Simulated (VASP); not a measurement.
## VASP 6.6.1, PBE single-point calculation, SnC3 (ordered alloy on diamond lattice)

INCAR

```
IBRION = -1
LASPH = .TRUE.
LCHARG = .FALSE.
SIGMA = 0.02
GGA = PE
LREAL = .FALSE.
NELM = 120
EDIFF = 1E-7
ISMEAR = -1
PREC = Accurate
NBANDS = 21
ENCUT = 520
ISIF = 2
LWAVE = .FALSE.
NSW = 0
```

KPOINTS

```
KPOINTS created by Atomic Simulation Environment
0
Gamma
10 10 10
0 0 0
```

KPOINTS_OPT

```
special points
11
Reciprocal
0.0000000000 0.0000000000 0.0000000000 1
0.5000000000 0.0000000000 0.0000000000 1
0.5000000000 0.1870694011 -0.1870694011 1
0.8129305989 0.5000000000 0.1870694011 1
0.5000000000 0.5000000000 0.5000000000 1
0.3435347005 0.0000000000 -0.3435347005 1
0.6564652995 0.3435347005 0.0000000000 1
0.5000000000 0.5000000000 0.0000000000 1
0.6564652995 0.6564652995 0.1870694011 1
0.8129305989 0.3435347005 0.3435347005 1
0.0500000000 0.0500000000 0.0500000000 1
```

POSCAR

```
C  Sn
 1.0000000000000000
     1.5669476274422165    0.9046776345263666    5.1713512417610588
    -1.5669476274422165    0.9046776345263666    5.1713512417610588
     0.0000000000000000   -1.8093552690030599    5.1713512417697487
 C   Sn
   3   1
Cartesian
  1.5669476274422169  0.9046776345270751  5.3926209531412406
 -0.0000000000000000  0.0000000000237217  7.4087147374041917
  0.0000000000000000  0.0000000000190416  5.9470389174016391
  0.0000000000000001  0.0000000000434574 13.5725706546261602
```

VASP ran with the recommended PBE PAW datasets (26 valence electrons in the cell).

Command

```
mpirun -np 1 vasp_std
```

OSZICAR

```
N       E                     dE             d eps       ncg     rms          rms(c)
DAV:   1     0.199036709737E+03    0.19904E+03   -0.12753E+04  5136   0.176E+03
DAV:   2    -0.405622498434E+01   -0.20309E+03   -0.19242E+03  5221   0.450E+02
DAV:   3    -0.269026092099E+02   -0.22846E+02   -0.22375E+02  5928   0.117E+02
DAV:   4    -0.276778407702E+02   -0.77523E+00   -0.77297E+00  5893   0.218E+01
DAV:   5    -0.276934994098E+02   -0.15659E-01   -0.15656E-01  6318   0.329E+00    0.936E+00
DAV:   6    -0.251402137289E+02    0.25533E+01   -0.60869E+00  7637   0.247E+01    0.389E+00
DAV:   7    -0.251373223276E+02    0.28914E-02   -0.11560E+00  5762   0.605E+00    0.234E+00
DAV:   8    -0.251162147785E+02    0.21108E-01   -0.88986E-02  6554   0.238E+00    0.795E-01
DAV:   9    -0.251138192319E+02    0.23955E-02   -0.15653E-02  5871   0.846E-01    0.184E-01
DAV:  10    -0.251140537042E+02   -0.23447E-03   -0.39979E-03  6737   0.480E-01    0.934E-02
DAV:  11    -0.251141510442E+02   -0.97340E-04   -0.79989E-04  5830   0.175E-01    0.350E-02
DAV:  12    -0.251141924635E+02   -0.41419E-04   -0.93776E-05  5792   0.820E-02    0.162E-02
DAV:  13    -0.251142011270E+02   -0.86635E-05   -0.16107E-05  6102   0.317E-02    0.400E-03
DAV:  14    -0.251142014898E+02   -0.36277E-06   -0.17884E-06  5705   0.940E-03    0.132E-03
DAV:  15    -0.251142014571E+02    0.32631E-07   -0.33721E-07  6013   0.385E-03
   1 F= -.25114201E+02 E0= -.25114107E+02  d E =-.188538E-03
       N       E                     dE             ncg
DAV:   1     0.514018494661E+04   -0.73801E+04      485
DAV:   2     0.300820475410E+04   -0.21320E+04      477
DAV:   3     0.277944602649E+04   -0.22876E+03      553
DAV:   4     0.277199921485E+04   -0.74468E+01      563
DAV:   5     0.277184226849E+04   -0.15695E+00      588
DAV:   6     0.277183778385E+04   -0.44846E-02      579
DAV:   7     0.277183755447E+04   -0.22938E-03      676
DAV:   8     0.277183755367E+04   -0.79827E-06      566
DAV:   9     0.277183755366E+04   -0.98976E-08      409
```

From OUTCAR

```
k-points           NKPTS =    116   k-points in BZ     NKDIM =    116   number of bands    NBANDS=     21

   NELECT =      26.0000    total number of electrons

   dimension x,y,z NGX =    42 NGY =   42 NGZ =   42
   dimension x,y,z NGXF=    84 NGYF=   84 NGZF=   84

  energy-cutoff  :      520.00
  volume of cell :       43.98
      direct lattice vectors                 reciprocal lattice vectors
     1.566947627  0.904677635  5.171351242     0.319091711  0.184227685  0.064457686
    -1.566947627  0.904677635  5.171351242    -0.319091711  0.184227685  0.064457686
     0.000000000 -1.809355269  5.171351242     0.000000000 -0.368455371  0.064457686

 k-points in reciprocal lattice and weights: KPOINTS created by Atomic Simulation Env
   0.00000000  0.00000000  0.00000000       0.001
   0.10000000  0.00000000  0.00000000       0.006
   0.20000000  0.00000000  0.00000000       0.006
   0.30000000  0.00000000  0.00000000       0.006
   0.40000000  0.00000000 -0.00000000       0.006
   0.50000000  0.00000000 -0.00000000       0.003
   0.10000000  0.10000000  0.00000000       0.006
   0.20000000  0.10000000  0.00000000       0.012
   ...

 E-fermi :   9.3141

 k-point     1 :       0.0000    0.0000    0.0000
  band No.  band energies     occupation
      1     -12.8760      2.00000
      2     -12.8760      2.00000
      3     -12.8677      2.00000
      4     -12.5715      2.00000
      5     -12.5715      2.00000
      6      -8.2717      2.00000
      7      -3.6946      2.00000
      8      -2.0776      2.00000
      9       5.5827      2.00000
     10       5.5827      2.00000
     11       6.7775      2.00000
     12       9.2846      1.62835
     13       9.3184      0.89283
     14       9.3184      0.89283
     15      11.2794      0.00000
     16      12.6626      0.00000
     17      12.6626      0.00000
     18      14.4926      0.00000
     19      17.4580      0.00000
     20      17.4580      0.00000
     21      19.9101      0.00000

 k-point     2 :       0.1000    0.0000    0.0000
  band No.  band energies     occupation
      1     -12.9038      2.00000
      2     -12.8474      2.00000
      3     -12.8326      2.00000
      4     -12.5921      2.00000
      5     -12.5746      2.00000
      6      -8.1065      2.00000
      7      -3.5841      2.00000
      8      -1.9190      2.00000
      9       4.6924      2.00000
     10       5.3995      2.00000
     11       6.7679      2.00000
     12       8.2984      2.00000
     13       9.0572      1.99999
     14      10.1675      0.00000
     15      11.4834      0.00000
     16      12.4722      0.00000
     17      12.9745      0.00000
     18      15.0192      0.00000
     19      16.6317      0.00000
     20      17.6969      0.00000
     21      20.1431      0.00000

 k-point     3 :       0.2000    0.0000    0.0000
  band No.  band energies     occupation
      1     -12.9564      2.00000
      2     -12.7747      2.00000
      3     -12.7657      2.00000
      4     -12.6409      2.00000
      5     -12.5798      2.00000
      6      -7.6252      2.00000
      7      -3.2586      2.00000
      8      -1.5049      2.00000
      9       3.2166      2.00000
     10       4.9800      2.00000
     11       6.0146      2.00000
     12       7.0100      2.00000
     13       8.4317      2.00000
     14      10.7229      0.00000
     15      11.6411      0.00000
     16      12.9601      0.00000
     17      13.7514      0.00000
     18      15.2535      0.00000
     19      16.2946      0.00000
     20      18.1402      0.00000
     21      20.0312      0.00000

 k-point     4 :       0.3000    0.0000    0.0000
  band No.  band energies     occupation
      1     -13.0211      2.00000
      2     -12.7280      2.00000
      3     -12.7003      2.00000
      4     -12.6557      2.00000
      5     -12.5687      2.00000
      6      -6.8808      2.00000
      7      -2.8163      2.00000
      8      -1.0361      2.00000
      9       2.0796      2.00000
     10       4.4577      2.00000
     11       4.5459      2.00000
     12       5.7762      2.00000
     13       7.7494      2.00000
     14      10.6769      0.00000
     15      11.9407      0.00000
     16      13.9130      0.00000
     17      14.6481      0.00000
     18      14.9026      0.00000
     19      16.3865      0.00000
     20      18.3468      0.00000
     21      19.5073      0.00000

 k-point     5 :       0.4000    0.0000   -0.0000
  band No.  band energies     occupation
      1     -13.0741      2.00000
      2     -12.7624      2.00000
      3     -12.6720      2.00000
      4     -12.6016      2.00000
      5     -12.5262      2.00000
      6      -6.0245      2.00000
      7      -2.7203      2.00000
      8      -0.5718      2.00000
      9       1.9120      2.00000
     10       2.7522      2.00000
     11       4.2421      2.00000
     12       4.6339      2.00000
     13       7.2500      2.00000
     14      10.5558      0.00000
     15      12.3534      0.00000
     16      14.1264      0.00000
     17      14.9463      0.00000
     18      15.3484      0.00000
     19      16.0532      0.00000
     20      18.2585      0.00000
     21      19.2562      0.00000

 k-point     6 :       0.5000    0.0000   -0.0000
  band No.  band energies     occupation
      1     -13.0945      2.00000
      2     -12.7780      2.00000
      3     -12.6687      2.00000
      4     -12.5783      2.00000
      5     -12.5020      2.00000
      6      -5.5432      2.00000
      7      -2.9662      2.00000
      8      -0.0352      2.00000
      9       1.6813      2.00000
     10       2.2798      2.00000
     11       3.9970      2.00000
     12       4.1348      2.00000
     13       7.0690      2.00000
     14      10.5074      0.00000
     15      12.6061      0.00000
     16      13.9478      0.00000
     17      15.0407      0.00000
     18      15.6202      0.00000
     19      15.8914      0.00000
     20      18.1652      0.00000
     21      19.2571      0.00000

 k-point     7 :       0.1000    0.1000    0.0000
  band No.  band energies     occupation
      1     -12.9037      2.00000
      2     -12.8474      2.00000
      3     -12.8326      2.00000
      4     -12.5921      2.00000
      5     -12.5745      2.00000
      6      -8.0949      2.00000
      7      -3.7080      2.00000
      8      -1.7729      2.00000
      9       4.7270      2.00000
     10       5.3618      2.00000
     11       6.7062      2.00000
     12       8.2029      2.00000
     13       9.1886      1.99624
     14      10.1176      0.00000
     15      11.4968      0.00000
     16      12.6419      0.00000
     17      12.8458      0.00000
     18      15.0004      0.00000
     19      16.6293      0.00000
     20      17.7182      0.00000
     21      20.1599      0.00000

 k-point     8 :       0.2000    0.1000    0.0000
  band No.  band energies     occupation
      1     -12.9289      2.00000
      2     -12.8282      2.00000
      3     -12.7649      2.00000
      4     -12.6258      2.00000
      5     -12.5800      2.00000
      6      -7.7604      2.00000
      7      -3.5692      2.00000
      8      -1.3922      2.00000
      9       3.7147      2.00000
     10       4.9108      2.00000
     11       6.2553      2.00000
     12       7.4641      2.00000
     13       8.4637      2.00000
     14      10.8531      0.00000
     15      11.6340      0.00000
     16      12.6426      0.00000
     17      13.3955      0.00000
     18      15.7081      0.00000
     19      16.0696      0.00000
     20      17.7504      0.00000
     21      20.2652      0.00000

 k-point     9 :       0.3000    0.1000   -0.0000
  band No.  band energies     occupation
      1     -12.9759      2.00000
      2     -12.7738      2.00000
      3     -12.6985      2.00000
      4     -12.6636      2.00000
      5     -12.5783      2.00000
      6      -7.1366      2.00000
      7      -3.1909      2.00000
      8      -0.9373      2.00000
      9       2.5696      2.00000
     10       4.2002      2.00000
     11       5.3784      2.00000
     12       6.2480      2.00000
     13       7.6131      2.00000
     14      11.1811      0.00000
     15      11.8428      0.00000
     16      13.2742      0.00000
     17      13.9942      0.00000
     18      15.7316      0.00000
     19      16.5949      0.00000
     20      17.5434      0.00000
     21      19.4864      0.00000

 ...

  Total        0.6185293      0.6185293      0.9740056      0.0000000      0.0000000      0.0000000
  in kB       22.5303149     22.5303149     35.4787597      0.0000000      0.0000000      0.0000000
  external PRESSURE =      26.8464632 kB  Pullay stress =       0.0000000 kB

 POSITION                                       TOTAL-FORCE (eV/Angst)
 -----------------------------------------------------------------------------------
      0.00000      0.00000      0.22127         0.000000      0.000000      0.203379
      0.00000      0.00000      7.40871         0.000000     -0.000000     -0.202959
      0.00000      0.00000      5.94704         0.000000     -0.000000     -0.206241
      0.00000      0.00000     13.57257         0.000000      0.000000      0.205821
 -----------------------------------------------------------------------------------
    total drift:                               -0.000000      0.000000      0.000178

  FREE ENERGIE OF THE ION-ELECTRON SYSTEM (eV)
  ---------------------------------------------------
  free  energy   TOTEN  =       -25.1142014571 eV

  energy  without entropy=      -25.1140129194  energy(sigma->0) =      -25.11410719
```

```
gap between bands v and c : -0.01 eV (bands overlap: a metal)
least direct gap          : 0.00 eV
pressure                  : 2.7 GPa
largest force             : 0.21 eV/Å
```

Band v is the last that the valence electrons fill when counted band by band, and c is the next.

The run took about 2.1 min on one core of a shared host (Intel Xeon 6975P-C) and held 0.34 GiB at most.
